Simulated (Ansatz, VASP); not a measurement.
# ZrB2: VASP beside Ansatz, part 2 of 2

Wanted: the spread between two codes on one cell, functional and k mesh. The cell is taken from a series of runs on this material, whose earlier steps may have relaxed, scaled, displaced or heated it; both programs get it as it stands.

VASP 6.6.1 and Ansatz 0.2.0.

So far: The structure; Ansatz: zone-centre phonons, LDA.

### Step 3. VASP: zone-centre phonons, LDA

Level of this step: LDA; plane waves and PAW (B, Zr_sv) (VASP).

The same cell, functional (in two slightly different forms), mesh and smearing now go to VASP, with its own data sets.

Lines of VASP's logs that name or quote its potential files are left out, and so is its time.

File INCAR:

```
SYSTEM = ZrB2
PREC = Accurate
ENCUT = 500
EDIFF = 1E-08
NELM = 120
ISMEAR = 1
SIGMA = 0.2
LREAL = .FALSE.
ALGO = Normal
GGA = PW92
NBANDS = 15
LASPH = .TRUE.
LORBIT = 11
LWAVE = .FALSE.
LCHARG = .FALSE.
ISIF = 2
IBRION = 8
GGA_COMPAT = .FALSE.
KPAR = 2
```

File POSCAR:

```
ZrB2
1.0
    3.1714587079      0.0000000000      0.0000000000
   -1.5857293540      2.7465638081      0.0000000000
    0.0000000000      0.0000000000      3.5410686826
B Zr
2 1
Direct
    0.3333333333      0.6666666667      0.5000000000
    0.6666666667      0.3333333333      0.5000000000
    0.0000000000      0.0000000000      0.0000000000
```

File KPOINTS:

```
Automatic mesh
0
Gamma
15 15 12
0 0 0
```

The projector-augmented-wave data sets are B and Zr_sv (LDA family, release 64).

On the command line:

```
> mpirun -np 2 vasp_std
```

Numbers of over 12 decimals in the logs are rounded to 6 here.

The log of the run:

```text
[banner, memory and clock lines left out]
running    2 mpi-ranks, on    1 nodes
 distrk:  each k-point on    1 cores,    2 groups
 distr:  one band on    1 cores,    1 groups

 POSCAR found type information on POSCAR B Zr
 POSCAR found :  2 types and       3 ions
|                                                                             |
|               ----> ADVICE to this user running VASP <----                  |
|                                                                             |
|     You enforced a specific xc type in the INCAR file but a different       |
|     [... a line on the potential file left out ...]
|     I HOPE YOU KNOW WHAT YOU ARE DOING!                                     |
|                                                                             |

 LDA part: xc-table for (Slater(with rela. corr.)+PW92), standard interpolation
 POSCAR, INCAR and KPOINTS ok, starting setup
 FFT: planning ... GRIDC
 FFT: planning ... GRID_SOFT
 FFT: planning ... GRID
 WAVECAR not read
 entering main loop
       N       E                     dE             d eps       ncg     rms          rms(c)
DAV:   1     0.998340702784E+02    0.99834E+02   -0.95060E+03  5670   0.116E+03
DAV:   2    -0.258682344887E+02   -0.12570E+03   -0.12105E+03  7105   0.301E+02
DAV:   3    -0.301676043945E+02   -0.42994E+01   -0.42671E+01  9345   0.477E+01
DAV:   4    -0.302272788894E+02   -0.59674E-01   -0.59669E-01  6427   0.534E+00
DAV:   5    -0.302283546693E+02   -0.10758E-02   -0.10758E-02  8835   0.520E-01    0.214E+01
DAV:   6    -0.274906816485E+02    0.27377E+01   -0.66689E+00  7070   0.174E+01    0.852E+00
DAV:   7    -0.274499791037E+02    0.40703E-01   -0.70529E-01  8285   0.519E+00    0.327E+00
DAV:   8    -0.274488474622E+02    0.11316E-02   -0.98089E-02  6859   0.267E+00    0.487E-01
DAV:   9    -0.274447991646E+02    0.40483E-02   -0.19750E-02  7216   0.109E+00    0.158E-01
DAV:  10    -0.274445907227E+02    0.20844E-03   -0.11472E-03  6686   0.313E-01    0.432E-02
DAV:  11    -0.274445940541E+02   -0.33314E-05   -0.52332E-05  7792   0.685E-02    0.127E-02
DAV:  12    -0.274445922571E+02    0.17971E-05   -0.38556E-06  7627   0.139E-02    0.476E-03
DAV:  13    -0.274445921354E+02    0.12169E-06   -0.58916E-07  8258   0.629E-03    0.166E-03
DAV:  14    -0.274445921325E+02    0.28915E-08   -0.35022E-08  6075   0.185E-03
   1 F= -.27444592E+02 E0= -.27444768E+02  d E =0.527770E-03
 Linear response reoptimize wavefunctions to high precision
DAV:   1    -0.274445921315E+02    0.95929E-09   -0.20681E-09  5382   0.416E-04
DAV:   2    -0.274445921316E+02   -0.21146E-10   -0.24251E-10  3185   0.145E-04
 Linear response DOF=           4
 Linear response progress:
  Degree of freedom:   1/  4
       N       E                     dE             d eps       ncg     rms          rms(c)
RMM:   1    -0.480911113911E-01   -0.48091E-01   -0.24193E-02 57806   0.104E+00
RMM:   2    -0.429335885676E-01    0.51575E-02   -0.24311E-03 47208   0.254E-01    0.144E-01
RMM:   3    -0.428695451887E-01    0.64043E-04   -0.70734E-04 44594   0.126E-01    0.715E-02
RMM:   4    -0.433446680893E-01   -0.47512E-03   -0.44330E-04 43459   0.991E-02    0.839E-03
RMM:   5    -0.433476101143E-01   -0.29420E-05   -0.51398E-05 52428   0.276E-02    0.231E-03
RMM:   6    -0.433480414708E-01   -0.43136E-06   -0.99798E-06 55975   0.962E-03    0.117E-03
RMM:   7    -0.433445361342E-01    0.35053E-05   -0.18234E-06 55577   0.446E-03    0.275E-04
RMM:   8    -0.433461437337E-01   -0.16076E-05    0.55225E-07 58495   0.201E-03    0.139E-04
RMM:   9    -0.433456433193E-01    0.50041E-06    0.40598E-07 59456   0.906E-04    0.314E-05
RMM:  10    -0.433458149073E-01   -0.17159E-06    0.47222E-08 58430   0.434E-04    0.232E-05
RMM:  11    -0.433456877993E-01    0.12711E-06    0.19350E-07 58869   0.216E-04    0.668E-06
RMM:  12    -0.433456755275E-01    0.12272E-07    0.18026E-09 60260   0.111E-04    0.432E-06
RMM:  13    -0.433456592558E-01    0.16272E-07    0.50199E-08 59005   0.588E-05    0.373E-06
RMM:  14    -0.433456578640E-01    0.13918E-08   -0.29661E-08 58039   0.334E-05    0.201E-06
 first order change of Fermi-energy   0.19630E-04
 force on displaced ion       1 direction 1 : -14.408  -0.001   0.000
 Linear response progress:
  Degree of freedom:   2/  4
       N       E                     dE             d eps       ncg     rms          rms(c)
RMM:   1    -0.473131936755E-01   -0.47313E-01   -0.23172E-03 20240   0.109E+00
RMM:   2    -0.446281642140E-01    0.26850E-02   -0.18946E-03 16294   0.246E-01    0.119E-01
RMM:   3    -0.445659219821E-01    0.62242E-04   -0.91898E-04 15816   0.143E-01    0.551E-02
RMM:   4    -0.449513887131E-01   -0.38547E-03   -0.35444E-04 16413   0.900E-02    0.119E-02
RMM:   5    -0.450177639488E-01   -0.66375E-04   -0.52313E-05 18332   0.331E-02    0.385E-03
RMM:   6    -0.450277478797E-01   -0.99839E-05   -0.11718E-05 18945   0.129E-02    0.824E-04
RMM:   7    -0.450203685613E-01    0.73793E-05   -0.14828E-06 19804   0.554E-03    0.262E-04
RMM:   8    -0.450211595586E-01   -0.79100E-06    0.21938E-06 19673   0.260E-03    0.128E-04
RMM:   9    -0.450201754085E-01    0.98415E-06    0.13571E-06 19719   0.131E-03    0.865E-05
RMM:  10    -0.450206194990E-01   -0.44409E-06    0.10902E-06 19968   0.695E-04    0.779E-06
RMM:  11    -0.450206303040E-01   -0.10805E-07    0.79149E-07 21102   0.337E-04    0.106E-05
RMM:  12    -0.450206222528E-01    0.80512E-08    0.65863E-07 20887   0.164E-04    0.636E-06
RMM:  13    -0.450205966246E-01    0.25628E-07    0.48193E-07 20100   0.879E-05    0.515E-06
RMM:  14    -0.450206172925E-01   -0.20668E-07    0.36192E-07 20467   0.471E-05    0.164E-06
RMM:  15    -0.450206201065E-01   -0.28140E-08    0.26557E-07 19960   0.259E-05    0.172E-06
RMM:  16    -0.450206158472E-01    0.42593E-08    0.19055E-07 19613   0.154E-05    0.810E-07
RMM:  17    -0.450206164491E-01   -0.60187E-09    0.13286E-07 18405   0.989E-06    0.382E-07
RMM:  18    -0.450206166412E-01   -0.19214E-09    0.98404E-08 16541   0.713E-06    0.208E-07
 first order change of Fermi-energy  -0.80126E-04
 force on displaced ion       1 direction 3 :  -0.000  -0.000  -9.512
 Linear response progress:
  Degree of freedom:   3/  4
       N       E                     dE             d eps       ncg     rms          rms(c)
RMM:   1    -0.670321745857E+00   -0.67032E+00    0.29997E+00 15403   0.151E+01
RMM:   2    -0.614946409837E+00    0.55375E-01   -0.19151E-01 21307   0.285E+00    0.161E-01
RMM:   3    -0.616280270018E+00   -0.13339E-02   -0.32745E-02 25265   0.872E-01    0.499E-02
RMM:   4    -0.617801213888E+00   -0.15209E-02   -0.53468E-03 31626   0.300E-01    0.328E-02
RMM:   5    -0.618262681237E+00   -0.46147E-03   -0.90511E-04 31563   0.114E-01    0.173E-02
RMM:   6    -0.618247796137E+00    0.14885E-04   -0.13173E-04 31844   0.499E-02    0.364E-03
RMM:   7    -0.618226133905E+00    0.21662E-04   -0.35895E-05 32953   0.236E-02    0.393E-03
RMM:   8    -0.618222003635E+00    0.41303E-05   -0.19886E-05 32730   0.130E-02    0.101E-03
RMM:   9    -0.618229205014E+00   -0.72014E-05   -0.67326E-06 33380   0.778E-03    0.215E-04
RMM:  10    -0.618229147090E+00    0.57923E-07   -0.54851E-06 34082   0.490E-03    0.137E-04
RMM:  11    -0.618229632275E+00   -0.48518E-06   -0.33837E-06 34981   0.339E-03    0.179E-04
RMM:  12    -0.618226013910E+00    0.36184E-05   -0.25792E-06 32931   0.259E-03    0.234E-04
RMM:  13    -0.618229424978E+00   -0.34111E-05   -0.18443E-06 31181   0.207E-03    0.122E-04
RMM:  14    -0.618233337123E+00   -0.39121E-05   -0.15328E-06 32295   0.166E-03    0.889E-05
[...]
RMM:  26    -0.618239526531E+00   -0.24527E-06   -0.15411E-07 31531   0.285E-04    0.363E-06
RMM:  27    -0.618239684472E+00   -0.15794E-06   -0.13010E-07 31898   0.254E-04    0.385E-06
RMM:  28    -0.618239844162E+00   -0.15969E-06   -0.11288E-07 31403   0.231E-04    0.302E-06
RMM:  29    -0.618239992193E+00   -0.14803E-06   -0.10193E-07 31628   0.210E-04    0.164E-06
RMM:  30    -0.618240068698E+00   -0.76505E-07   -0.84238E-08 32296   0.190E-04    0.205E-06
RMM:  31    -0.618240096001E+00   -0.27303E-07   -0.75010E-08 28568   0.172E-04    0.404E-06
RMM:  32    -0.618240076484E+00    0.19517E-07   -0.65342E-08 21415   0.157E-04    0.721E-06
RMM:  33    -0.618240074621E+00    0.18634E-08   -0.56933E-08 18207   0.144E-04    0.964E-06
 first order change of Fermi-energy   0.85782E-04
 force on displaced ion       3 direction 1 : -12.652  -0.000   0.000
 Linear response progress:
  Degree of freedom:   4/  4
       N       E                     dE             d eps       ncg     rms          rms(c)
RMM:   1    -0.745778410729E+00   -0.74578E+00    0.26719E+00  6556   0.148E+01
RMM:   2    -0.689880163919E+00    0.55898E-01   -0.16951E-01  8848   0.272E+00    0.183E-01
RMM:   3    -0.692876978303E+00   -0.29968E-02   -0.36593E-02 10251   0.815E-01    0.583E-02
RMM:   4    -0.695177812804E+00   -0.23008E-02   -0.63140E-03 12034   0.277E-01    0.399E-02
RMM:   5    -0.695464557764E+00   -0.28674E-03   -0.10031E-03 12421   0.104E-01    0.244E-02
RMM:   6    -0.695342653501E+00    0.12190E-03   -0.11137E-04 12617   0.498E-02    0.529E-03
RMM:   7    -0.695393821121E+00   -0.51168E-04   -0.70111E-05 12633   0.219E-02    0.427E-03
RMM:   8    -0.695381413257E+00    0.12408E-04   -0.47915E-05 13040   0.116E-02    0.955E-04
RMM:   9    -0.695384927462E+00   -0.35142E-05   -0.34153E-05 13517   0.639E-03    0.704E-04
RMM:  10    -0.695388078870E+00   -0.31514E-05   -0.27660E-05 13298   0.446E-03    0.210E-04
RMM:  11    -0.695388915001E+00   -0.83613E-06   -0.23357E-05 13284   0.301E-03    0.502E-05
RMM:  12    -0.695389396160E+00   -0.48116E-06   -0.18618E-05 14198   0.220E-03    0.886E-05
RMM:  13    -0.695389159733E+00    0.23643E-06   -0.15287E-05 13590   0.165E-03    0.117E-04
RMM:  14    -0.695389628607E+00   -0.46887E-06   -0.11249E-05 13405   0.131E-03    0.603E-05
[...]
RMM:  25    -0.695394349972E+00   -0.33569E-07   -0.19470E-06 12483   0.168E-04    0.426E-06
RMM:  26    -0.695394287653E+00    0.62320E-07   -0.14012E-06 11450   0.146E-04    0.737E-06
RMM:  27    -0.695394361944E+00   -0.74291E-07   -0.14070E-06 12001   0.127E-04    0.763E-06
RMM:  28    -0.695394316941E+00    0.45003E-07   -0.10136E-06 10083   0.111E-04    0.978E-06
RMM:  29    -0.695394367544E+00   -0.50603E-07   -0.10183E-06 10669   0.975E-05    0.989E-06
RMM:  30    -0.695394379812E+00   -0.12268E-07   -0.73567E-07 11253   0.864E-05    0.101E-05
RMM:  31    -0.695394348311E+00    0.31501E-07   -0.73798E-07 10778   0.773E-05    0.121E-05
RMM:  32    -0.695394377402E+00   -0.29091E-07   -0.53470E-07 10171   0.692E-05    0.118E-05
 first order change of Fermi-energy   0.13579E-03
 force on displaced ion       3 direction 3 :  -0.000  -0.000 -13.209
 Linear response finished
```

Parts of OUTCAR (step 3):

```text
ion  position               nearest neighbor table
   1  0.333  0.667  0.500-   2 1.83   2 1.83   2 1.83   3 2.55   3 2.55   3 2.55   3 2.55   3 2.55
                             3 2.55
   2  0.667  0.333  0.500-   1 1.83   1 1.83   1 1.83   3 2.55   3 2.55   3 2.55   3 2.55   3 2.55
                             3 2.55
   3  0.000  0.000  0.000-   1 2.55   2 2.55   1 2.55   2 2.55   2 2.55   2 2.55   1 2.55   1 2.55
                             2 2.55   2 2.55   1 2.55   1 2.55

  LATTYP: Found a hexagonal cell.
 ALAT       =     3.1714587079
 C/A-ratio  =     1.1165425783

 Subroutine GETGRP returns: Found 24 space group operations
 (whereof 24 operations were pure point group operations)

The static configuration has the point symmetry D_6h.

 Found    189 irreducible k-points:

   k-points           NKPTS =    189   k-points in BZ     NKDIM =    189   number of bands    NBANDS=     15

   dimension x,y,z NGX =    24 NGY =   24 NGZ =   28
   dimension x,y,z NGXF=    48 NGYF=   48 NGZF=   56

   ENCUT  =  500.0 eV  36.75 Ry    6.06 a.u.   5.78  5.78  6.46*2*pi/ulx,y,z

   NELECT =      18.0000    total number of electrons

 k-points in reciprocal lattice and weights: Automatic mesh
   0.00000000  0.00000000  0.00000000       0.000
   0.06666667 -0.00000000  0.00000000       0.002
   0.13333333 -0.00000000  0.00000000       0.002
   0.20000000  0.00000000  0.00000000       0.002
   0.26666667 -0.00000000  0.00000000       0.002
   0.33333333 -0.00000000  0.00000000       0.002
   0.40000000 -0.00000000  0.00000000       0.002
   0.46666667 -0.00000000  0.00000000       0.002
   0.06666667  0.06666667  0.00000000       0.002
[...]
0.33333333  0.26666667  0.50000000       0.004
   0.33333333  0.33333333  0.50000000       0.001

 average (electrostatic) potential at core
       1 -27.2615       2 -27.2615       3 -72.6017

  Total       -1.7927282     -1.7927282     -1.7788128      0.0000000     -0.0000000     -0.0000000
  in kB      -93.1197771    -93.1197771    -92.3969667      0.0000000     -0.0000000     -0.0000000
  external PRESSURE =     -92.8788403 kB  Pullay stress =       0.0000000 kB

  energy-cutoff  :      500.00
  volume of cell :       30.84
      direct lattice vectors                 reciprocal lattice vectors
     3.171458708  0.000000000  0.000000000     0.315312319  0.182045652  0.000000000
    -1.585729354  2.746563808  0.000000000     0.000000000  0.364091305  0.000000000
     0.000000000  0.000000000  3.541068683     0.000000000  0.000000000  0.282400622

 POSITION                                       TOTAL-FORCE (eV/Angst)
 -----------------------------------------------------------------------------------
     -0.00000      1.83104      1.77053         0.000000      0.000000      0.000000
      1.58573      0.91552      1.77053        -0.000000     -0.000000      0.000000
      0.00000      0.00000      0.00000        -0.000000      0.000000      0.000000
 -----------------------------------------------------------------------------------
    total drift:                               -0.000000      0.000000     -0.000000

 Eigenvectors and eigenvalues of the dynamical matrix
 ----------------------------------------------------

   1 f  =   22.550651 THz   141.689921 2PiTHz  752.208762 cm-1    93.261958 meV
             X         Y         Z           dx          dy          dz
     -0.000000  1.831043  1.770534    -0.473285    0.525358   -0.000000
      1.585729  0.915521  1.770534     0.473285   -0.525358    0.000000
      0.000000  0.000000  0.000000    -0.000000    0.000000    0.000000

   2 f  =   22.550651 THz   141.689921 2PiTHz  752.208762 cm-1    93.261958 meV
             X         Y         Z           dx          dy          dz
     -0.000000  1.831043  1.770534    -0.525358   -0.473285   -0.000000
      1.585729  0.915521  1.770534     0.525358    0.473285    0.000000
      0.000000  0.000000  0.000000     0.000000   -0.000000   -0.000000

   3 f  =   16.757390 THz   105.289789 2PiTHz  558.966376 cm-1    69.302967 meV
             X         Y         Z           dx          dy          dz
     -0.000000  1.831043  1.770534    -0.000000    0.000000    0.707107
      1.585729  0.915521  1.770534    -0.000000    0.000000   -0.707107
      0.000000  0.000000  0.000000    -0.000000   -0.000000   -0.000000

   4 f  =   13.588592 THz    85.379641 2PiTHz  453.266638 cm-1    56.197875 meV
             X         Y         Z           dx          dy          dz
     -0.000000  1.831043  1.770534     0.000000   -0.000000    0.635748
      1.585729  0.915521  1.770534     0.000000   -0.000000    0.635748
      0.000000  0.000000  0.000000    -0.000000    0.000000   -0.437777

   5 f  =   13.296469 THz    83.544180 2PiTHz  443.522474 cm-1    54.989754 meV
             X         Y         Z           dx          dy          dz
     -0.000000  1.831043  1.770534     0.425510   -0.472309   -0.000000
      1.585729  0.915521  1.770534     0.425510   -0.472309   -0.000000
      0.000000  0.000000  0.000000    -0.293085    0.325319    0.000000

   6 f  =   13.296469 THz    83.544180 2PiTHz  443.522474 cm-1    54.989754 meV
             X         Y         Z           dx          dy          dz
     -0.000000  1.831043  1.770534     0.472309    0.425510    0.000000
      1.585729  0.915521  1.770534     0.472309    0.425510    0.000000
      0.000000  0.000000  0.000000    -0.325319   -0.293085   -0.000000

   7 f/i=    0.000731 THz     0.004592 2PiTHz    0.024380 cm-1     0.003023 meV
             X         Y         Z           dx          dy          dz
     -0.000000  1.831043  1.770534    -0.000000    0.000000    0.309555
      1.585729  0.915521  1.770534    -0.000000    0.000000    0.309555
      0.000000  0.000000  0.000000    -0.000000    0.000000    0.899084

   8 f/i=    0.002113 THz     0.013277 2PiTHz    0.070486 cm-1     0.008739 meV
             X         Y         Z           dx          dy          dz
     -0.000000  1.831043  1.770534    -0.181255    0.251023   -0.000000
      1.585729  0.915521  1.770534    -0.181255    0.251023   -0.000000
      0.000000  0.000000  0.000000    -0.526303    0.728885   -0.000000

   9 f/i=    0.002113 THz     0.013277 2PiTHz    0.070486 cm-1     0.008739 meV
             X         Y         Z           dx          dy          dz
     -0.000000  1.831043  1.770534    -0.251023   -0.181255    0.000000
      1.585729  0.915521  1.770534    -0.251023   -0.181255    0.000000
      0.000000  0.000000  0.000000    -0.728885   -0.526303    0.000000

 ELASTIC MODULI CONTR FROM IONIC RELAXATION (kBar)
 Direction    XX          YY          ZZ          XY          YZ          ZX
 --------------------------------------------------------------------------------
 XX         -19.8514     19.8514     -0.0000      0.0000      0.0000      0.0000
 YY          19.8514    -19.8514      0.0000      0.0000     -0.0000     -0.0000
 ZZ          -0.0000      0.0000     -0.0000     -0.0000     -0.0000     -0.0000
 XY           0.0000      0.0000     -0.0000    -19.8514     -0.0000     -0.0000
 YZ           0.0000     -0.0000     -0.0000     -0.0000     -0.0000     -0.0000
 ZX           0.0000     -0.0000     -0.0000     -0.0000     -0.0000     -0.0000
 --------------------------------------------------------------------------------
```

### Step 4. Side by side

Known differences besides the potentials themselves: the cutoff is 420 eV in Ansatz and 500 eV in VASP; VASP's log shows a relativistic correction to its local exchange, Ansatz's none. Total energies have different zeros and are not compared.

Compared:

```tsv
quantity	Ansatz	VASP	difference
optical mode 1 to 2 (cm⁻¹)	442.9	443.5	-0.13 %
optical mode 3 (cm⁻¹)	452.1	453.3	-0.25 %
optical mode 4 (cm⁻¹)	557.6	559.0	-0.24 %
optical mode 5 to 6 (cm⁻¹)	752.4	752.2	+0.03 %
```

Modes are paired by rising frequency, not by their patterns, so a pair may set unlike modes beside each other; they are those without the splitting of longitudinal modes.

### Step 5. Summary of results

- r.m.s. difference of the optical zone-centre modes, each program's sorted by frequency (zone-centre phonons, LDA): 0.79 cm⁻¹

The r.m.s. difference of the optical zone-centre modes, each program's sorted by frequency is 0.79 cm⁻¹ (zone-centre phonons, LDA). How closely two codes agree says nothing of how well the functional describes the real material.

[Lines on the potential files, build, host, timing and source positions are cut from VASP's logs without a mark.]

[Logs are printed without paths, hosts, clocks, repeated set-up lines and the standing remarks that a program may print on its own settings, such as how far it seeks lower states.]

[Hosts, paths, dates, database ids (printed as entryN), source tags and the programs' standing remarks are cut or masked in the printed files.]
